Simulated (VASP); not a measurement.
The input files of a VASP run:

**POSCAR**
```
Bi2S3
1
   11.4985230000     0.0000000000     0.0000000000
    0.0000000000     3.9650080000     0.0000000000
    0.0000000000     0.0000000000    11.0691030000
Bi S
8 12
Direct
  0.0175500000   0.2500000000   0.3263400000
  0.9824500000   0.7500000000   0.6736600000
  0.4824500000   0.7500000000   0.8263400000
  0.5175500000   0.2500000000   0.1736600000
  0.1564700000   0.7500000000   0.0326400000
  0.8435300000   0.2500000000   0.9673600000
  0.3435300000   0.2500000000   0.5326400000
  0.6564700000   0.7500000000   0.4673600000
  0.4517900000   0.7500000000   0.3712500000
  0.5482100000   0.2500000000   0.6287500000
  0.0482100000   0.2500000000   0.8712500000
  0.9517900000   0.7500000000   0.1287500000
  0.1216000000   0.7500000000   0.4435500000
  0.8784000000   0.2500000000   0.5564500000
  0.3784000000   0.2500000000   0.9435500000
  0.6216000000   0.7500000000   0.0564500000
  0.7106400000   0.2500000000   0.3086600000
  0.2893600000   0.7500000000   0.6913400000
  0.7893600000   0.7500000000   0.8086600000
  0.2106400000   0.2500000000   0.1913400000
```

KPOINTS:
```
kpoints
0
Gamma
  2 4 2
```

**INCAR**
```
! general
SYSTEM  = Bi2S3
PREC    = Accurate
ENCUT   = 300
LREAL   = Auto
LASPH   = .TRUE.

! electronic loop
EDIFF   = 1E-6
NELM    = 100
ALGO    = Normal
LMAXMIX = 4

! smearing
ISMEAR  = 0
SIGMA   = 0.01

! functional
GGA     = PE

! ions
ISIF    = 2

! output
LWAVE   = .FALSE.
LCHARG  = .FALSE.
```

POTCAR, in this order: Bi_d S (PBE.64 set). Program: vasp_std.

Q: Translate this PBE calculation to Ansatz.

A: One equivalent input (not run):
Ansatz 0.2 input:
```yaml
crystal:
  lattice:
    - [11.4985230, 0.0000000, 0.0000000]
    - [0.0000000, 3.9650080, 0.0000000]
    - [0.0000000, 0.0000000, 11.0691030]
  atoms:
    - { symbol: Bi, position: [0.0175500, 0.2500000, 0.3263400] }
    - { symbol: Bi, position: [0.9824500, 0.7500000, 0.6736600] }
    - { symbol: Bi, position: [0.4824500, 0.7500000, 0.8263400] }
    - { symbol: Bi, position: [0.5175500, 0.2500000, 0.1736600] }
    - { symbol: Bi, position: [0.1564700, 0.7500000, 0.0326400] }
    - { symbol: Bi, position: [0.8435300, 0.2500000, 0.9673600] }
    - { symbol: Bi, position: [0.3435300, 0.2500000, 0.5326400] }
    - { symbol: Bi, position: [0.6564700, 0.7500000, 0.4673600] }
    - { symbol: S, position: [0.4517900, 0.7500000, 0.3712500] }
    - { symbol: S, position: [0.5482100, 0.2500000, 0.6287500] }
    - { symbol: S, position: [0.0482100, 0.2500000, 0.8712500] }
    - { symbol: S, position: [0.9517900, 0.7500000, 0.1287500] }
    - { symbol: S, position: [0.1216000, 0.7500000, 0.4435500] }
    - { symbol: S, position: [0.8784000, 0.2500000, 0.5564500] }
    - { symbol: S, position: [0.3784000, 0.2500000, 0.9435500] }
    - { symbol: S, position: [0.6216000, 0.7500000, 0.0564500] }
    - { symbol: S, position: [0.7106400, 0.2500000, 0.3086600] }
    - { symbol: S, position: [0.2893600, 0.7500000, 0.6913400] }
    - { symbol: S, position: [0.7893600, 0.7500000, 0.8086600] }
    - { symbol: S, position: [0.2106400, 0.2500000, 0.1913400] }
kpoints:
  mp_grid: { grid: [2, 4, 2] }
hamiltonian:
  xc: pbe
  pseudopotentials: { kind: paw }
scf:
  occupations: { method: gaussian, width: 0.01 }
  max_iter: 100
output: { forces: true, stress: true, eigenvalues: true }
```
The two are equivalent in intent, not identical: each code has its own PAW files, so the cut-off isn't converted (ENCUT is set for VASP's; basis.ecutwfc is left out, and Ansatz then takes the one that its files recommend); Ansatz stops its SCF on the density residual and VASP on the energy change (EDIFF).

The structure comes from a computed database's Bi2S3 entry, a phase known from measurement. The cell was not relaxed at this level. The run is one of a series of settings (KPOINTS 2×4×2 Γ-centred mesh against the base run), some of them coarse on purpose.
